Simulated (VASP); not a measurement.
**VASP 6.6.1 run: NaSrCl3**

INCAR

```
NSW = 0
LWAVE = .FALSE.
SIGMA = 0.02
GGA = PE
ISMEAR = -1
LASPH = .TRUE.
NELM = 64
ENCUT = 300
PREC = Accurate
ISIF = 2
LCHARG = .FALSE.
LREAL = .FALSE.
IBRION = -1
NBANDS = 27
EDIFF = 1E-7
```

KPOINTS

```
KPOINTS created by Atomic Simulation Environment
0
Gamma
4 4 4
0 0 0
```

POSCAR

```
Na Sr Cl
 1.0000000000000000
     5.6252683342671830   -0.0000000000000000    0.0000000000000000
    -0.0000000000000000    5.6252683342671830    0.0000000000000000
     0.0000000000000000    0.0000000000000000    5.6252683342671830
 Na  Sr  Cl
   1   1   3
Cartesian
 -0.0000000000000000 -0.0000000000000000 -0.0000000000000000
  2.8126341671335910  2.8126341671335910  2.8126341671335910
  2.8126341671335910  2.8126341671335910  0.0000000000000000
  2.8126341671335910 -0.0000000000000000  2.8126341671335910
 -0.0000000000000000  2.8126341671335910  2.8126341671335910
```

The recommended PBE PAW datasets give the neutral cell 38 valence electrons.

Command

```
mpirun -np 1 vasp_std
```

Question: How does this run end, and what does it give?

Answer: It converged. Results: gap between bands v and c on the k mesh 3.62 eV; least direct gap on the k mesh 3.84 eV; pressure 0.2 GPa. Band v is the last that the valence electrons fill when counted band by band, and c is the next.

OSZICAR

```
N       E                     dE             d eps       ncg     rms          rms(c)
DAV:   1     0.238537438952E+03    0.23854E+03   -0.13278E+04   596   0.814E+02
DAV:   2     0.648048301891E+01   -0.23206E+03   -0.22129E+03   649   0.240E+02
DAV:   3    -0.188426815250E+02   -0.25323E+02   -0.25200E+02   775   0.812E+01
DAV:   4    -0.196130260514E+02   -0.77034E+00   -0.76834E+00   808   0.142E+01
DAV:   5    -0.196373014492E+02   -0.24275E-01   -0.24269E-01   863   0.161E+00    0.190E+01
DAV:   6    -0.186568385746E+02    0.98046E+00   -0.15719E+00   685   0.510E+00    0.122E+01
DAV:   7    -0.184187199201E+02    0.23812E+00   -0.98594E-01   693   0.414E+00    0.221E+00
DAV:   8    -0.183877926065E+02    0.30927E-01   -0.12404E-01   679   0.163E+00    0.459E-01
DAV:   9    -0.183837997632E+02    0.39928E-02   -0.10056E-02   656   0.527E-01    0.257E-01
DAV:  10    -0.183825352771E+02    0.12645E-02   -0.54701E-03   595   0.393E-01    0.650E-02
DAV:  11    -0.183826004896E+02   -0.65213E-04   -0.60393E-04   848   0.126E-01    0.599E-02
DAV:  12    -0.183826396397E+02   -0.39150E-04   -0.32350E-05   657   0.330E-02    0.151E-02
DAV:  13    -0.183826476569E+02   -0.80172E-05   -0.14549E-05   669   0.183E-02    0.984E-03
DAV:  14    -0.183826481587E+02   -0.50180E-06   -0.14146E-06   855   0.587E-03    0.481E-03
DAV:  15    -0.183826484135E+02   -0.25477E-06   -0.10699E-07   509   0.184E-03    0.601E-04
DAV:  16    -0.183826484451E+02   -0.31571E-07   -0.20358E-08   378   0.807E-04
   1 F= -.18382648E+02 E0= -.18382648E+02  d E =-.174192E-11
```

For comparison, a separate PBE run of the intended cell, on usual settings and not on those above, gives a gap of 3.62 eV on its mesh and a pressure of 0.4 GPa.
